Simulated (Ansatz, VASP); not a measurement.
# Cross-check of LiRe (LiRe in the Bh ordering) between VASP and Ansatz, part 2 of 2

Aim: how closely do two programs agree when they are given the same cell, functional and k mesh? The cell is generated by rule, not measured, and may not be a known phase. Of the first pair: The two relaxations start from unlike cells of this crystal (the structure described is Ansatz's start), so only their ends are compared.

VASP 6.6.1 and Ansatz 0.2.0.

So far: The structure; Ansatz: relaxation of cell and atoms, PBEsol, pair 1; VASP: relaxation of cell and atoms, PBEsol, pair 1; Comparison.

### Step 5. VASP: relaxation of cell and atoms, PBEsol, pair 2

Level of this step: PBEsol; plane waves and PAW (Li_sv, Re); invented cell (VASP).

The relaxed volume is the usual yardstick between codes: in a stiff, nearly cubic crystal its relative difference is about their pressure difference at one cell divided by the bulk modulus. Its start cell is another than that of the pair before, and may be another structure of the material.

File INCAR:

```
SYSTEM = LiRe
PREC = Accurate
ENCUT = 750
EDIFF = 1E-07
NELM = 120
ISMEAR = 0
SIGMA = 0.1
LREAL = .FALSE.
ALGO = Normal
GGA = PS
NBANDS = 11
LASPH = .TRUE.
LORBIT = 11
LWAVE = .FALSE.
LCHARG = .FALSE.
ISIF = 3
IBRION = 2
NSW = 80
EDIFFG = -0.005
GGA_COMPAT = .FALSE.
NELMIN = 4
```

File POSCAR:

```
LiRe
1.0
    2.6320730000     -0.0000030000      0.0000000000
   -1.3160340000      2.2794430000      0.0000000000
    0.0000000000      0.0000000000      4.7295920000
Li Re
1 1
Direct
    0.3333331532      0.6666668129      0.2500000000
    0.6666664865      0.3333334796      0.7500000000
```

File KPOINTS:

```
Automatic mesh
0
Gamma
12 12 6
0 0 0
```

Potentials, in the order of the species: Li_sv and Re (PBE family, release 64).

Command:

```bash
$ mpirun -np 1 vasp_std
```

Numbers of over 12 decimals in the logs are rounded to 6 here.

What it wrote:

```text
[banner, memory and clock lines left out]
running    1 mpi-ranks, on    1 nodes
[...]
[... a notice as in an earlier step ...]

 LDA part: xc-table for (Slater+PW92), standard interpolation
 POSCAR, INCAR and KPOINTS ok, starting setup
[...]
entering main loop
       N       E                     dE             d eps       ncg     rms          rms(c)
DAV:   1     0.281519416404E+02    0.28152E+02   -0.58269E+03  2718   0.132E+03
DAV:   2    -0.124717028061E+02   -0.40624E+02   -0.38623E+02  2686   0.304E+02
DAV:   3    -0.155495850855E+02   -0.30779E+01   -0.30448E+01  3130   0.531E+01
DAV:   4    -0.157660480582E+02   -0.21646E+00   -0.21493E+00  2171   0.107E+01
[...]
DAV:  11    -0.146459315492E+02   -0.13185E-05   -0.90773E-06  2460   0.318E-02    0.859E-03
DAV:  12    -0.146459320639E+02   -0.51475E-06   -0.84618E-07  2480   0.928E-03    0.127E-03
DAV:  13    -0.146459321348E+02   -0.70883E-07   -0.74918E-08  1545   0.493E-03
   1 F= -.14645932E+02 E0= -.14640448E+02  d E =-.146459E+02
[...]
DAV:   8    -0.146437378306E+02    0.29733E-06   -0.68112E-08  1606   0.216E-03    0.479E-04
DAV:   9    -0.146437377710E+02    0.59596E-07   -0.42099E-09  1373   0.150E-03
   2 F= -.14643738E+02 E0= -.14638570E+02  d E =0.219436E-02
 trial-energy change:    0.002194  1 .order    0.002285   -0.006944    0.011515
 step:   0.3832(harm=  0.3762)  dis= 0.00000  next Energy=   -14.647268 (dE=-0.134E-02)
[...]
N       E                     dE             d eps       ncg     rms          rms(c)
DAV:   1    -0.146493129244E+02   -0.55751E-02   -0.29530E-01  2031   0.233E+01    0.149E+00
DAV:   2    -0.146478030838E+02    0.15098E-02   -0.10046E-02  2353   0.159E+00    0.536E-01
DAV:   3    -0.146472961258E+02    0.50696E-03   -0.11201E-03  2719   0.747E-01    0.693E-02
DAV:   4    -0.146472720277E+02    0.24098E-04   -0.90541E-05  3060   0.870E-02    0.243E-02
DAV:   5    -0.146472742091E+02   -0.21814E-05   -0.96842E-06  2199   0.440E-02    0.189E-02
DAV:   6    -0.146472752314E+02   -0.10224E-05   -0.19081E-06  2695   0.189E-02    0.719E-03
DAV:   7    -0.146472751563E+02    0.75186E-07   -0.84195E-07  2647   0.233E-02
   3 F= -.14647275E+02 E0= -.14641906E+02  d E =-.134302E-02
[...]
reached required accuracy - stopping structural energy minimisation
```

Parts of OUTCAR (step 5):

```text
  Total       -0.0008065     -0.0008065      0.0064441      0.0000000      0.0000000      0.0000000
  in kB       -0.0458664     -0.0458664      0.3664661      0.0000000      0.0000000      0.0000000
  external PRESSURE =       0.0915778 kB  Pullay stress =       0.0000000 kB

 POSITION                                       TOTAL-FORCE (eV/Angst)
 -----------------------------------------------------------------------------------
      0.00000      1.51430      1.18223         0.000000     -0.000000      0.000000
      1.31142      0.75715      3.54669        -0.000000      0.000000     -0.000000
 -----------------------------------------------------------------------------------
    total drift:                                0.000316     -0.000158      0.000014

  FREE ENERGIE OF THE ION-ELECTRON SYSTEM (eV)
  ---------------------------------------------------
  free  energy   TOTEN  =       -14.6472751563 eV

  energy  without entropy=      -14.6365358851  energy(sigma->0) =      -14.64190552

[... 1 part as in an earlier step ...]

[... 3 further parts left out ...]
[key lines of the parts left out:]
E-fermi :   4.5963
```

### Step 6. Ansatz: relaxation of cell and atoms, PBEsol, pair 2

The same cell, functional, mesh and smearing now go to Ansatz, which takes its cutoff from its data sets.

The cell is taken from a series of runs on this material, whose earlier steps may have relaxed, scaled, displaced or heated it; both programs get it as it stands.

File input.yaml:

```yaml
crystal:
  lattice:
    - [2.6320726211, -2.584e-06, 0.0]
    - [-1.3160340728, 2.2794430464, 0.0]
    - [0.0, 0.0, 4.729591733]
  atoms:
    - { symbol: Li, position: [0.3333333333, 0.6666666667, 0.25] }
    - { symbol: Re, position: [0.6666666667, 0.3333333333, 0.75] }
kpoints:
  mp_grid: { grid: [12, 12, 6] }
hamiltonian:
  xc: pbesol
scf:
  occupations: { method: gaussian, width: 0.1 }
output:
  forces: true
  stress: true
  eigenvalues: true
  write_density: true
  write_potential: true
  elf: true
  volumetric_format: npy
relax:
  adjacent_minimum: "off"
  f_tol: 0.005
  max_steps: 80
  cell: { stress_tol: 0.05 }
```

Command:

```bash
$ ansatz run input.yaml --threads 4 --pin off --max-ram 8192MiB --backend cpu --events-out ev --progress --plain --runs-dir out
```

What it wrote:

```text
[...]
Crystal: 2 atoms, lattice volume = 28.376 Å³
Basis set: ecut = 420 eV, 561 PW (Γ), exchange–correlation on 36×36×64 points (8 copies of the dense FFT grid, shifted against one another)
Bands: 13, of which v1, the nominal top of the filled ones, is band 9 counted from 1 (8 counted from 0)
Symmetry: 12 space group operations
[...]
k-points: 76 of 864 (time reversal used)
[...]
k-point 75: bands = [... 5 lower, 10.7373, 11.0570, 11.2616, 11.4339, 13.7880, 16.7683, 19.4345, 21.5147]
--- Relaxed structure (3 steps of the walk, 2 accepted, 1 SCFs on fresh bases) ---
[...]
cell:  # Å, volume = 28.2162 Å³
    - [2.624346, -2.576380465096181e-6, 0.0]
    - [-1.312171, 2.272752, 0.0]
    - [0.0, 0.0, 4.730709]
  atoms:
    - { symbol: Li, position: [0.333333, 0.666667, 0.250000] }
    - { symbol: Re, position: [0.666667, 0.333333, 0.75] }
[key lines of the parts left out:]
SCF converged after 8 iterations
Free energy (F): -10939.536451 eV
Fermi energy:    13.268237 eV
P = ⅓ Tr σ = -0.0082 GPa (-0.082 kbar)
```

### Step 7. Comparison

What differs besides the data sets and the points named for the pairs above, as far as they apply: the data sets hold 18 valence electrons in Ansatz (on its default PAW (the set named soft_2) files) and 10 in VASP. Total energies have different zeros and are not compared.

Compared:

```
                                         quantity  Ansatz   VASP  difference
                                      volume (Å³)   28.22  28.17     +0.15 %
edge a after relaxation, in the typed setting (Å)   2.624  2.623     +0.06 %
edge c after relaxation, in the typed setting (Å)   4.731  4.729     +0.04 %
```

### Step 8. VASP: relaxation of cell and atoms, PBEsol, pair 3

The relaxed volume is the usual yardstick between codes: in a stiff, nearly cubic crystal its relative difference is about their pressure difference at one cell divided by the bulk modulus.

INCAR: that of step 5 with these lines changed.

```diff
@@ -5,4 +5,4 @@
 NELM = 120
-ISMEAR = 0
-SIGMA = 0.1
+ISMEAR = 1
+SIGMA = 0.2
 LREAL = .FALSE.
```

File POSCAR:

```
LiRe
1.0
    2.6243460000     -0.0000030000      0.0000000000
   -1.3121710000      2.2727520000      0.0000000000
    0.0000000000      0.0000000000      4.7307090000
Li Re
1 1
Direct
    0.3333332063      0.6666666667      0.2499999472
    0.6666665396      0.3333333334      0.7499999472
```

KPOINTS is that of step 5.

Command:

```bash
$ mpirun -np 1 vasp_std
```

What it wrote:

```text
[... set-up lines as in an earlier step ...]
 entering main loop
       N       E                     dE             d eps       ncg     rms          rms(c)
DAV:   1     0.285624250153E+02    0.28562E+02   -0.58108E+03  2716   0.132E+03
DAV:   2    -0.125793939670E+02   -0.41142E+02   -0.38979E+02  2681   0.303E+02
DAV:   3    -0.155263781377E+02   -0.29470E+01   -0.29196E+01  3071   0.523E+01
DAV:   4    -0.157562823663E+02   -0.22990E+00   -0.22861E+00  2226   0.105E+01
[...]
DAV:  11    -0.146436158810E+02   -0.21087E-05   -0.98551E-06  2302   0.336E-02    0.878E-03
DAV:  12    -0.146436163885E+02   -0.50754E-06   -0.74651E-07  2368   0.808E-03    0.107E-03
DAV:  13    -0.146436164615E+02   -0.73016E-07   -0.68810E-08  1614   0.388E-03
   1 F= -.14643616E+02 E0= -.14641687E+02  d E =-.146436E+02
[...]
N       E                     dE             d eps       ncg     rms          rms(c)
DAV:   1    -0.146437411424E+02   -0.12475E-03   -0.24499E-02  2062   0.705E+00    0.434E-01
[...]
DAV:   4    -0.146435549109E+02    0.20435E-05   -0.80643E-06  2885   0.315E-02    0.906E-03
DAV:   5    -0.146435548680E+02    0.42842E-07   -0.14370E-06  2389   0.182E-02    0.562E-03
DAV:   6    -0.146435548586E+02    0.94401E-08   -0.17431E-07  2015   0.344E-03
   2 F= -.14643555E+02 E0= -.14641671E+02  d E =0.616029E-04
 trial-energy change:    0.000062  1 .order    0.000070   -0.000202    0.000342
 step:   0.3933(harm=  0.3717)  dis= 0.00000  next Energy=   -14.643657 (dE=-0.403E-04)
[...]
N       E                     dE             d eps       ncg     rms          rms(c)
DAV:   1    -0.146437265367E+02   -0.17167E-03   -0.88759E-03  2031   0.421E+00    0.263E-01
DAV:   2    -0.146436718737E+02    0.54663E-04   -0.34665E-04  2305   0.330E-01    0.835E-02
DAV:   3    -0.146436559557E+02    0.15918E-04   -0.32744E-05  2685   0.123E-01    0.138E-02
DAV:   4    -0.146436545449E+02    0.14108E-05   -0.29779E-06  2970   0.187E-02    0.532E-03
DAV:   5    -0.146436547481E+02   -0.20327E-06   -0.46122E-07  2137   0.108E-02    0.338E-03
DAV:   6    -0.146436548063E+02   -0.58122E-07   -0.55342E-08  1408   0.210E-03
   3 F= -.14643655E+02 E0= -.14641743E+02  d E =-.383447E-04
[...]
reached required accuracy - stopping structural energy minimisation
```

OUTCAR, selected parts (step 8):

```text
  Total        0.0021184      0.0021184     -0.0058049     -0.0000000     -0.0000000      0.0000000
  in kB        0.1204500      0.1204500     -0.3300571     -0.0000000     -0.0000000      0.0000000
  external PRESSURE =      -0.0297190 kB  Pullay stress =       0.0000000 kB

 POSITION                                       TOTAL-FORCE (eV/Angst)
 -----------------------------------------------------------------------------------
      0.00000      1.51425      1.18252         0.000000     -0.000000      0.000000
      1.31138      0.75712      3.54756        -0.000000      0.000000      0.000000
 -----------------------------------------------------------------------------------
    total drift:                                0.000160      0.000001      0.000004

  FREE ENERGIE OF THE ION-ELECTRON SYSTEM (eV)
  ---------------------------------------------------
  free  energy   TOTEN  =       -14.6436548063 eV

  energy  without entropy=      -14.6379190675  energy(sigma->0) =      -14.64174289

[... 2 parts as in an earlier step ...]

[... 2 further parts left out ...]
[key lines of the parts left out:]
E-fermi :   4.5915
```

### Step 9. Ansatz: relaxation of cell and atoms, PBEsol, pair 3

The same cell, functional, mesh and smearing now go to Ansatz, which takes its cutoff from its data sets.

The cell is taken from a series of runs on this material, whose earlier steps may have relaxed, scaled, displaced or heated it; both programs get it as it stands.

File input.yaml:

```yaml
crystal:
  lattice:
    - [2.6243463055, -2.5764e-06, 0.0]
    - [-1.3121709215, 2.272751857, 0.0]
    - [0.0, 0.0, 4.7307088735]
  atoms:
    - { symbol: Li, position: [0.3333333333, 0.6666666667, 0.25] }
    - { symbol: Re, position: [0.6666666667, 0.3333333333, 0.75] }
kpoints:
  mp_grid: { grid: [12, 12, 6] }
hamiltonian:
  xc: pbesol
scf:
  occupations: { method: methfessel_paxton, width: 0.2 }
output:
  forces: true
  stress: true
  eigenvalues: true
relax:
  adjacent_minimum: "off"
  f_tol: 0.001
  max_steps: 60
  cell: { stress_tol: 0.01 }
```

Command:

```bash
$ ansatz run input.yaml --threads 4 --pin off --max-ram 8192MiB --backend cpu --events-out ev --progress --plain --runs-dir out
```

What it wrote:

```text
[...]
Crystal: 2 atoms, lattice volume = 28.216 Å³
Basis set: ecut = 420 eV, 561 PW (Γ), exchange–correlation on 36×36×64 points (8 copies of the dense FFT grid, shifted against one another)
Bands: 13, of which v1, the nominal top of the filled ones, is band 9 counted from 1 (8 counted from 0)
Symmetry: 12 space group operations
[...]
k-points: 76 of 864 (time reversal used)
[...]
k-point 75: bands = [... 5 lower, 10.7385, 11.0585, 11.2675, 11.4398, 13.7862, 16.7648, 19.4315, 21.5196]
--- Relaxed structure (3 steps of the walk, 2 accepted, 1 SCFs on fresh bases) ---
[...]
cell:  # Å, volume = 28.2164 Å³
    - [2.624236, -2.576304343875351e-6, 0.0]
    - [-1.312116, 2.272656, 0.0]
    - [0.0, 0.0, 4.731137]
  atoms:
    - { symbol: Li, position: [0.333333, 0.666667, 0.25] }
    - { symbol: Re, position: [0.666667, 0.333333, 0.750000] }
[key lines of the parts left out:]
SCF converged after 8 iterations
Free energy (F): -10939.532965 eV
Fermi energy:    13.264516 eV
P = ⅓ Tr σ = 0.0002 GPa (0.002 kbar)
```

### Step 10. Differences

What differs besides the data sets and the points named for the pairs above, as far as they apply: the data sets hold 18 valence electrons in Ansatz (on its default PAW (the set named soft_2) files) and 10 in VASP. Total energies have different zeros and are not compared.

Both answers:

```
                                         quantity  Ansatz   VASP  difference
                                      volume (Å³)   28.22  28.18     +0.14 %
edge a after relaxation, in the typed setting (Å)   2.624  2.623     +0.05 %
edge c after relaxation, in the typed setting (Å)   4.731  4.730     +0.02 %
```

### Step 11. What came out

```yaml
difference_in_volume_relaxation_of_cell_and_atoms_pbesol_pair_1: 0.26 %
difference_in_volume_relaxation_of_cell_and_atoms_pbesol_pair_2: 0.15 %
difference_in_volume_relaxation_of_cell_and_atoms_pbesol_pair_3: 0.14 %
```

The difference in volume is 0.26 % (relaxation of cell and atoms, PBEsol, pair 1), within the 1.2 % picked in this series as the mark of a large difference, as far as the stopping tolerances let one tell. The data sets hold unlike numbers of valence electrons (18 in Ansatz and 10 in VASP), so part of the differences comes from the potentials. Such differences can come from data sets, numerical settings and the points named under the comparisons, not from the functional's error against experiment.

[Lines on the potential files, build, host, timing and source positions are cut from VASP's logs without a mark.]

[Logs are printed without paths, hosts, clocks, repeated set-up lines and the standing remarks that a program may print on its own settings, such as how far it seeks lower states.]

[Hosts, paths, dates, database ids (printed as entryN), source tags and the programs' standing remarks are cut or masked in the printed files.]
